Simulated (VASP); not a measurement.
```
CELL_PARAMETERS angstrom
      1.90853     1.10189     6.06153
     -1.90853     1.10189     6.06153
      0.00000    -2.20378     6.06153
ATOMIC_POSITIONS crystal
  Cd 0.00000 0.00000 0.00000
  Cl 0.74546 0.74546 0.74546
  Cl 0.25454 0.25454 0.25454
```

Computed with PBEsol GGA, VASP's PBE PAW potentials (set 64) (plane waves; VASP). Numerical set-up: 480 eV cut-off, 6×6×6 Γ-centred mesh, Gaussian smearing of 0.050 eV, potentials Cd Cl.

Task: What does the run give for the energy per atom (σ→0), band gap (on the k-mesh) with the smallest direct gap where there is one?

Result: 
```
Property                                      Value
-----------------------------------  --------------
band gap (on the k-mesh)                    3.55 eV
smallest direct gap (on the k-mesh)         3.63 eV
energy per atom (σ→0)                -2.807 eV/atom
```

The absolute energy has meaning only against runs of the same code, potentials and settings.

The structure comes from a computed database's CdCl2 entry (R-3m); how it stands against other phases isn't given here. It was relaxed first.
